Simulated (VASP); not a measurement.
Crystal: Si2P.

```
Si P
1.0
    -2.35682    2.35682    2.28086
     2.35682   -2.35682    2.28086
     2.35682    2.35682   -2.28086
Si P
2 1
Cartesian
  0.0000 2.3568 1.1404
  2.3568 0.0000 1.1404
  0.0000 0.0000 0.0000
```

The cell was built by a generator and needn't be a form met in nature.

- Program: VASP 6.6.1
- Task: relaxation of cell and atoms
- Functional: PBE
- Potentials or basis: VASP PAW PBE potentials, release 64 (Si, P)
- Cutoff: 520 eV
- k mesh: 6 × 6 × 6
- Occupations: gaussian, width 0.15 eV
- Spin: no spin polarisation

At the start: pressure 3.6 GPa; volume 16.89 Å³/atom.

**Question.** How do energy, volume and symmetry change on relaxing?

**Answer.** Over 7 steps the energy falls by 68.5 meV/atom and the volume is 16.53 Å³/atom (-2.1 %); space group I4/mmm (No. 139, to 0.05 Å).

The path:
| step | energy change (eV) | largest force (eV/Å) | pressure (GPa) | volume (Å³) |
| --- | --- | --- | --- | --- |
| 1 | 0.0000 | 0.0000 | 3.65 | 50.68 |
| 2 | -0.1456 | 0.0000 | -2.67 | 53.45 |
| 3 | -0.1461 | 0.0000 | -3.12 | 53.74 |
| 4 | -0.1925 | 0.0000 | -2.11 | 51.69 |
| 5 | -0.2023 | 0.0000 | -1.20 | 50.55 |
| 6 | -0.2030 | 0.0000 | -0.75 | 50.16 |
| 7 | -0.2056 | 0.0000 | 0.16 | 49.60 |

Final structure:
```xyz
3
Lattice="-2.2388 2.2388 2.4742 2.2388 -2.2388 2.4742 2.2388 2.2388 -2.4742" Properties=species:S:1:pos:R:3 pbc="T T T"
Si    0.0000    2.2388    1.2371
Si    2.2388    0.0000    1.2371
P     0.0000    0.0000    0.0000
```
